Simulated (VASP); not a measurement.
A run of VASP 6.6.1 is set up as follows.

Contents of INCAR:

```
SYSTEM = C
  ALGO = Normal
  EDIFF = 1E-6
  ENCUT = 520
  GGA = PE
  ISIF = 2
  ISMEAR = -1
  IVDW = 12
  LASPH = .True.
  LCHARG = .False.
  LREAL = .False.
  LWAVE = .False.
  NBANDS = 16
  NELM = 100
  PREC = Accurate
  SIGMA = 0.05
```

KPOINTS

```
k-points
0
Gamma
  16 16 4
  0 0 0
```

File POSCAR:

```
C
1.0
    2.4610000000      0.0000000000      0.0000000000
   -1.2305000000      2.1312885187      0.0000000000
    0.0000000000      0.0000000000      6.7080000000
C
4
Direct
    0.0000000000      0.0000000000      0.2500000000
    0.3333333333      0.6666666667      0.2500000000
    0.0000000000      0.0000000000      0.7500000000
    0.6666666667      0.3333333333      0.7500000000
```

Potentials or basis: VASP PAW PBE potentials, release 64 (C).

Run with:

```bash
$ cat potpaw_PBE.64/C/POTCAR > POTCAR
$ mpirun -np 1 vasp_std > vasp.out
```

Problem. Estimate the dispersion energy per atom.

Solution. -0.156 eV.

Problem. Predict the pressure.

Solution. 1.9 GPa.

Problem. Predict the band gap on the k mesh.

Solution. 0.56 eV, direct.

Stress tensor (GPa, compression positive):
```
2.80 0.00 0.00
0.00 2.80 0.00
0.00 0.00 0.13
```

A k mesh can miss the band edges.
